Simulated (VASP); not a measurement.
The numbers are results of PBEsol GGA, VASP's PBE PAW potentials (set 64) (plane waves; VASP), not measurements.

A VASP calculation is set up with these files.

### KPOINTS
```
Automatic mesh
0
Gamma
14 14 8
0 0 0
```

**INCAR**
```
GGA = PS
EDIFF = 1E-6   # SCF stop (eV)
PSTRESS = 300
ISIF = 3
ENCUT = 500   # plane-wave cut-off (eV)
LASPH = .TRUE.   # aspherical one-centre terms
LREAL = .FALSE.   # projection in real space or not
EDIFFG = -0.02   # ionic stop
SIGMA = 0.1
ISMEAR = 1
IBRION = 2   # conjugate gradients
LCHARG = .FALSE.
LMAXMIX = 4
NSW = 40   # most ionic steps
LWAVE = .FALSE.
SYSTEM = Cd
ALGO = Normal   # blocked Davidson
PREC = Accurate
NELM = 100
```

POSCAR:
```
Cd
1
    1.4420049534    -2.4976267869     0.0000000000
    1.4420049534     2.4976267869     0.0000000000
    0.0000000000     0.0000000000     4.7620636891
Cd
2
Direct
  0.3333330000   0.6666670000   0.2500000000
  0.6666670000   0.3333330000   0.7500000000
```

POTCAR, in this order: Cd (PBE.64 set). Program: vasp_std.

Output of the run:

File OSZICAR:
```
...
   1 F= 0.44184588E+01 E0= 0.44184568E+01  d E =0.441846E+01
       N       E                     dE             d eps       ncg     rms          rms(c)
DAV:   1    -0.799963314744E+01   -0.59952E+01   -0.12292E+02  3856   0.154E+02    0.198E+01
DAV:   2    -0.134484734696E+01    0.66548E+01   -0.18010E+01  3864   0.665E+01    0.426E+00
DAV:   3    -0.101199097263E+01    0.33286E+00   -0.80169E-01  4880   0.107E+01    0.257E+00
DAV:   4    -0.948476981369E+00    0.63514E-01   -0.38851E-02  4160   0.164E+00    0.124E+00
DAV:   5    -0.934097115366E+00    0.14380E-01   -0.12273E-02  4424   0.909E-01    0.193E-01
DAV:   6    -0.934360790323E+00   -0.26367E-03   -0.73453E-04  4624   0.278E-01    0.114E-01
DAV:   7    -0.934384800602E+00   -0.24010E-04   -0.15867E-05  4576   0.505E-02    0.777E-03
DAV:   8    -0.934385086498E+00   -0.28590E-06   -0.79385E-07  2816   0.113E-02
   2 F= 0.45901362E+01 E0= 0.45901560E+01  d E =0.171677E+00
       N       E                     dE             d eps       ncg     rms          rms(c)
DAV:   1    -0.455487048712E+01   -0.36205E+01   -0.56715E+01  3840   0.114E+02    0.135E+01
DAV:   2    -0.202978513758E+01    0.25251E+01   -0.58414E+00  3920   0.372E+01    0.608E+00
DAV:   3    -0.180707384714E+01    0.22271E+00   -0.32057E-01  4528   0.824E+00    0.482E+00
DAV:   4    -0.174606311820E+01    0.61011E-01   -0.40442E-02  4488   0.225E+00    0.109E+00
DAV:   5    -0.174422190644E+01    0.18412E-02   -0.29938E-03  4232   0.461E-01    0.238E-01
DAV:   6    -0.174434618774E+01   -0.12428E-03   -0.33991E-04  4528   0.234E-01    0.773E-02
DAV:   7    -0.174432917743E+01    0.17010E-04   -0.10214E-04  4024   0.156E-01    0.102E-02
DAV:   8    -0.174432925333E+01   -0.75906E-07   -0.64499E-07  2528   0.103E-02
   3 F= 0.43643693E+01 E0= 0.43644410E+01  d E =-.540895E-01
       N       E                     dE             d eps       ncg     rms          rms(c)
DAV:   1    -0.173607683143E+01    0.82523E-02   -0.12041E-02  3840   0.159E+00    0.167E-01
DAV:   2    -0.173548665066E+01    0.59018E-03   -0.14559E-03  3880   0.602E-01    0.619E-02
DAV:   3    -0.173544532113E+01    0.41330E-04   -0.83139E-05  4656   0.125E-01    0.467E-02
DAV:   4    -0.173544050534E+01    0.48158E-05   -0.86694E-06  4152   0.266E-02    0.405E-03
DAV:   5    -0.173544055680E+01   -0.51456E-07   -0.20828E-07  2144   0.598E-03
   4 F= 0.43643140E+01 E0= 0.43643837E+01  d E =-.541448E-01
       N       E                     dE             d eps       ncg     rms          rms(c)
DAV:   1    -0.172939567308E+01    0.60448E-02   -0.60898E-03  3856   0.113E+00    0.118E-01
DAV:   2    -0.172909726955E+01    0.29840E-03   -0.73213E-04  3872   0.427E-01    0.443E-02
DAV:   3    -0.172907657164E+01    0.20698E-04   -0.41955E-05  4688   0.887E-02    0.334E-02
DAV:   4    -0.172907485070E+01    0.17209E-05   -0.44138E-06  3816   0.190E-02    0.290E-03
DAV:   5    -0.172907489136E+01   -0.40658E-07   -0.14034E-07  1984   0.473E-03
   5 F= 0.43643296E+01 E0= 0.43643978E+01  d E =-.541292E-01
       N       E                     dE             d eps       ncg     rms          rms(c)
DAV:   1    -0.174346533182E+01   -0.14390E-01   -0.62011E-01  4072   0.736E+00    0.582E-01
DAV:   2    -0.173486568659E+01    0.85996E-02   -0.58739E-03  3992   0.116E+00    0.327E-01
DAV:   3    -0.173077122991E+01    0.40945E-02   -0.69689E-03  4160   0.928E-01    0.985E-02
DAV:   4    -0.173083687605E+01   -0.65646E-04   -0.64232E-04  4152   0.367E-01    0.595E-02
DAV:   5    -0.173083512059E+01    0.17555E-05   -0.27163E-06  3960   0.313E-02    0.131E-02
DAV:   6    -0.173083513160E+01   -0.11009E-07   -0.65210E-07  2168   0.887E-03
   6 F= 0.43612018E+01 E0= 0.43611779E+01  d E =-.312774E-02
       N       E                     dE             d eps       ncg     rms          rms(c)
DAV:   1    -0.183957094995E+01   -0.10874E+00   -0.55719E+00  4016   0.220E+01    0.177E+00
DAV:   2    -0.175929726280E+01    0.80274E-01   -0.57258E-02  4024   0.336E+00    0.978E-01
DAV:   3    -0.172204371864E+01    0.37254E-01   -0.64868E-02  4160   0.272E+00    0.310E-01
DAV:   4    -0.172258321039E+01   -0.53949E-03   -0.54304E-03  4184   0.106E+00    0.181E-01
DAV:   5    -0.172254983109E+01    0.33379E-04   -0.57101E-05  4328   0.130E-01    0.495E-02
DAV:   6    -0.172254803918E+01    0.17919E-05   -0.11117E-05  4200   0.419E-02    0.907E-03
DAV:   7    -0.172254770605E+01    0.33313E-06   -0.70097E-07  2312   0.123E-02
   7 F= 0.43629419E+01 E0= 0.43630278E+01  d E =-.138763E-02
       N       E                     dE             d eps       ncg     rms          rms(c)
DAV:   1    -0.177633928944E+01   -0.53791E-01   -0.22059E+00  4056   0.139E+01    0.112E+00
DAV:   2    -0.174525666722E+01    0.31083E-01   -0.21891E-02  4008   0.220E+00    0.617E-01
DAV:   3    -0.173065124310E+01    0.14605E-01   -0.23651E-02  4120   0.170E+00    0.181E-01
DAV:   4    -0.173086299230E+01   -0.21175E-03   -0.22137E-03  4160   0.654E-01    0.115E-01
DAV:   5    -0.173085657905E+01    0.64133E-05   -0.71881E-06  4480   0.500E-02    0.120E-02
DAV:   6    -0.173085571154E+01    0.86751E-06   -0.28265E-06  3752   0.189E-02
   8 F= 0.43591865E+01 E0= 0.43592261E+01  d E =-.514303E-02
       N       E                     dE             d eps       ncg     rms          rms(c)
DAV:   1    -0.173271523474E+01   -0.18587E-02   -0.13283E-01  4040   0.341E+00    0.272E-01
DAV:   2    -0.173086755704E+01    0.18477E-02   -0.12730E-03  3984   0.540E-01    0.151E-01
DAV:   3    -0.172999534590E+01    0.87221E-03   -0.14736E-03  4120   0.424E-01    0.450E-02
DAV:   4    -0.173000900909E+01   -0.13663E-04   -0.13469E-04  4176   0.165E-01    0.280E-02
DAV:   5    -0.173000859900E+01    0.41009E-06   -0.49215E-07  2760   0.139E-02
   9 F= 0.43590502E+01 E0= 0.43590275E+01  d E =-.527937E-02
       N       E                     dE             d eps       ncg     rms          rms(c)
DAV:   1    -0.173045741244E+01   -0.44840E-03   -0.84222E-03  4048   0.860E-01    0.689E-02
DAV:   2    -0.173034044218E+01    0.11697E-03   -0.80922E-05  4000   0.137E-01    0.381E-02
DAV:   3    -0.173028484507E+01    0.55597E-04   -0.93326E-05  4112   0.107E-01    0.113E-02
DAV:   4    -0.173028567225E+01   -0.82718E-06   -0.86392E-06  4152   0.419E-02
  10 F= 0.43590287E+01 E0= 0.43590192E+01  d E =-.530088E-02
       N       E                     dE             d eps       ncg     rms          rms(c)
DAV:   1    -0.184630085529E+01   -0.11602E+00   -0.87836E-01  3864   0.133E+01    0.141E+00
DAV:   2    -0.180637649711E+01    0.39924E-01   -0.98023E-02  3960   0.492E+00    0.545E-01
DAV:   3    -0.180312632275E+01    0.32502E-02   -0.58465E-03  4640   0.104E+00    0.410E-01
DAV:   4    -0.180240573695E+01    0.72059E-03   -0.69640E-04  4280   0.257E-01    0.451E-02
DAV:   5    -0.180240331684E+01    0.24201E-05   -0.30449E-05  4432   0.683E-02    0.252E-02
DAV:   6    -0.180240496358E+01   -0.16467E-05   -0.38328E-06  4168   0.258E-02    0.741E-03
DAV:   7    -0.180240431487E+01    0.64870E-06   -0.16761E-06  1992   0.190E-02
  11 F= 0.43603881E+01 E0= 0.43603644E+01  d E =0.135944E-02
       N       E                     dE             d eps       ncg     rms          rms(c)
DAV:   1    -0.177399608285E+01    0.28409E-01   -0.45033E-01  3888   0.949E+00    0.984E-01
DAV:   2    -0.175316269111E+01    0.20833E-01   -0.51835E-02  3952   0.358E+00    0.362E-01
DAV:   3    -0.175154286004E+01    0.16198E-02   -0.30665E-03  4744   0.740E-01    0.269E-01
DAV:   4    -0.175123570780E+01    0.30715E-03   -0.39834E-04  4264   0.198E-01    0.288E-02
DAV:   5    -0.175123625387E+01   -0.54608E-06   -0.21132E-05  4296   0.636E-02    0.129E-02
DAV:   6    -0.175123684111E+01   -0.58724E-06   -0.11362E-06  2856   0.136E-02
  12 F= 0.43587728E+01 E0= 0.43587481E+01  d E =-.255928E-03
```

File OUTCAR:
```
------------------------ aborting loop because EDIFF is reached ----------------------------------------
  FORCE on cell =-STRESS in cart. coord.  units (eV):
  Direction    XX          YY          ZZ          XY          YZ          ZX
  --------------------------------------------------------------------------------------
  Total        6.1291753      6.1291843      6.1027301      0.0000000     -0.0000000      0.0000000
  in kB      300.9410297    300.9414731    299.6425775      0.0000000     -0.0000000      0.0000000
  external PRESSURE =       0.5083601 kB  Pullay stress =     300.0000000 kB
  volume of cell :       32.63
      direct lattice vectors                 reciprocal lattice vectors
     1.404398607 -2.432491534  0.000000000     0.356024278 -0.205550561 -0.000000000
     1.404398607  2.432491534  0.000000000     0.356024278  0.205550561  0.000000000
     0.000000000 -0.000000000  4.775946986    -0.000000000  0.000000000  0.209382559
 POSITION                                       TOTAL-FORCE (eV/Angst)
 -----------------------------------------------------------------------------------
      1.40440      0.81083      1.19399         0.000000      0.000000      0.000000
      1.40440     -0.81083      3.58196        -0.000000     -0.000000     -0.000000
 -----------------------------------------------------------------------------------
    total drift:                                0.000014      0.000144      0.000002
  FREE ENERGIE OF THE ION-ELECTRON SYSTEM (eV)
  ---------------------------------------------------
  free  energy   TOTEN  =        -1.7512368411 eV

  energy  without entropy=       -1.7513107446  energy(sigma->0) =       -1.75126148
  enthalpy is  TOTEN    =         4.3587727620 eV   P V=        6.1100096031

 reached required accuracy - stopping structural energy minimisation
```
(Selected blocks of OUTCAR.)

**CONTCAR**
```
Cd
   1.00000000000000
     1.4043986072147692   -2.4324915337273594    0.0000000000000000
     1.4043986072147692    2.4324915337273594    0.0000000000000000
     0.0000000000000000   -0.0000000000000000    4.7759469856927428
  Cd
     2
Direct
     0.3333330000000032    0.6666669999999968    0.2500000000000000
     0.6666669999999968    0.3333330000000032    0.7500000000000000
```

Energy and stress use the plane-wave basis of the starting cell.

The compound is Cd in the hcp structure. This run relaxes it under an external pressure of 30 GPa. Symmetry was kept, so distortions that lower it aren't found.
